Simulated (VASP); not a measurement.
```
CELL_PARAMETERS angstrom
      3.48943     0.00000     0.00000
      0.00000     3.48943     0.00000
      0.00000     0.00000     3.48943
ATOMIC_POSITIONS crystal
  Ni 0.50000 0.00000 0.50000
  Ni 0.00000 0.50000 0.50000
  Ni 0.50000 0.50000 0.00000
  Ge 0.00000 0.00000 0.00000
```

Computed with LDA (Ceperley-Alder, Perdew-Zunger), VASP's LDA PAW potentials (set 64) (plane waves; VASP 6.6.1). Numerical set-up: 400 eV cut-off, 10×10×10 Γ-centred mesh, tetrahedra with Blöchl corrections, potentials Ni Ge_d.

Question: Tabulate the total density of states (states/eV per cell) against energy (eV; zero at the valence-band maximum or, without a gap, the Fermi level).

Answer: 
```
E (eV)  DOS (states/eV)
------  ---------------
-9.90              0.83
-9.66              0.89
-9.42              0.59
-9.18              0.08
-8.94              0.00
-8.82              0.00
-8.59              0.00
-8.35              0.00
-8.11              0.00
-7.87              0.04
-7.64              0.20
-7.40              0.39
-7.16              0.50
-6.92              0.65
-6.68              0.85
-6.57              1.08
-6.33              1.42
-6.09              1.54
-5.85              1.35
-5.61              1.21
-5.38              1.63
-5.14              1.80
-4.90              1.21
-4.66              1.21
-4.42              1.52
-4.30              1.75
-4.07              7.23
-3.83              5.76
-3.59              5.36
-3.35              2.87
-3.12              8.27
-2.88              6.70
-2.64              5.65
-2.40              10.0
-2.16              6.94
-2.04              5.65
-1.81              2.57
-1.57              6.47
-1.33              11.8
-1.09              11.9
-0.86              10.5
-0.62              8.06
-0.38              3.44
-0.14              3.55
0.10               0.66
0.21               0.64
0.45               1.13
0.69               3.11
0.93               2.31
1.17               1.75
1.41               1.59
1.64               1.36
1.88               1.21
2.12               1.13
2.36               1.10
2.48               1.10
2.71               1.03
2.95               0.88
3.19               0.76
3.43               0.68
```
Within 2 eV below the Fermi level the largest weight inside VASP's projection spheres is Ni d.

The structure comes from a computed database's Ni3Ge entry (Pm-3m); how it stands against other phases isn't given here. It was relaxed first. The run is not spin-polarised, so no magnetic state was tried.
